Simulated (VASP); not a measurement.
```
CaF2
1.0
    0.00000     2.76024     2.76024
    2.76024     0.00000     2.76024
    2.76024     2.76024     0.00000
Ca F
1 2
Cartesian
  0.00000   0.00000   0.00000
  1.38012   1.38012   1.38012
  4.14035   4.14035   4.14035
```

The numbers are results of PBE GGA, VASP's PBE PAW potentials (set 64) (plane waves; VASP 6.6.1), not measurements. Numerical set-up: PREC = Normal, EDIFF = 1E-5, 450 eV cut-off, 9×9×9 Γ-centred mesh, Gaussian smearing of 0.050 eV, potentials Ca_sv F.

At this cut-off the stress carries a Pulay error, which pulls relaxed volumes low.

**Question.** Estimate the energy per atom (σ→0), pressure.

**Answer.** 
The energy per atom (σ→0) is -5.785 eV/atom and the pressure comes out as -2.12 GPa.

The absolute energy has meaning only against runs of the same code, potentials and settings.

The compound is CaF2 in the fluorite structure. It was relaxed first.
